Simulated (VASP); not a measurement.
Input:

```
CELL_PARAMETERS angstrom
      3.90127     0.00000     0.00000
      0.00000     3.90127     0.00000
      0.00000     0.00000     5.25372
ATOMIC_POSITIONS crystal
  Sn 0.50000 0.00000 0.77827
  Sn 0.00000 0.50000 0.22173
  O  0.50000 0.50000 0.00000
  O  0.00000 0.00000 0.00000
```

These are revPBE GGA, VASP's PBE PAW potentials (set 64) (plane waves; VASP 6.6.1) values and carry that method's errors. Settings: 520 eV cut-off, 6×6×5 Γ-centred mesh, tetrahedra with Blöchl corrections, potentials Sn_d O.

The cores are frozen, which limits the accuracy of field gradients. Without a dispersion term in the relaxation, distances and binding between the weakly bound layers, chains or molecules are unreliable, and so is what depends on them.

Problem. Give the principal components of the electric field gradient (V/Å²) and the asymmetry η at each nucleus.

Solution. 
| atom | Vxx | Vyy | Vzz | η |
|---|---|---|---|---|
| Sn1 | 78.3 | 78.3 | -156.7 | 0.00 |
| Sn2 | 78.3 | 78.3 | -156.7 | 0.00 |
| O3 | 1.0 | 1.0 | -1.9 | 0.00 |
| O4 | 1.0 | 1.0 | -1.9 | 0.00 |

The compound is SnO in the litharge structure. It was relaxed first, which changed the volume by +14 %.
